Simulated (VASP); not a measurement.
Data:

```yaml
crystal:
  lattice:
    - [3.64262, -1.90939, -0.02941]
    - [3.64262, 1.90939, -0.02941]
    - [2.66727, 0.00000, 3.13066]
  atoms:
    - { symbol: As, position: [0.22888, 0.22888, 0.22888] }
    - { symbol: As, position: [0.77112, 0.77112, 0.77112] }
```

Computed with optB86b-vdW, VASP's PBE PAW potentials (set 64) (plane waves; VASP). Run with 520 eV cut-off, Gaussian smearing of 0.050 eV, potentials As.

Problem. Give the energies of bands 2 to 8 at the high-symmetry points, in eV from the Fermi level.

Solution. 
```csv
band,Γ,T,H2,L,S0,F
2,-5.92,-10.07,-10.54,-11.04,-10.71,-9.54
3,-2.36,-1.64,-5.69,-2.56,-5.96,-5.97
4,-1.97,-1.64,-5.29,-2.48,-3.47,-4.13
5,-1.97,-0.70,-1.21,-0.35,-3.39,-4.03
6,1.91,0.57,1.06,-0.32,3.14,1.71
7,2.94,0.57,5.27,0.32,3.26,5.33
8,2.94,1.57,5.42,1.10,5.40,6.56
```

It has no gap at this level: it comes out as a metal or semimetal.

The compound is As in the a7 structure. It was relaxed first.
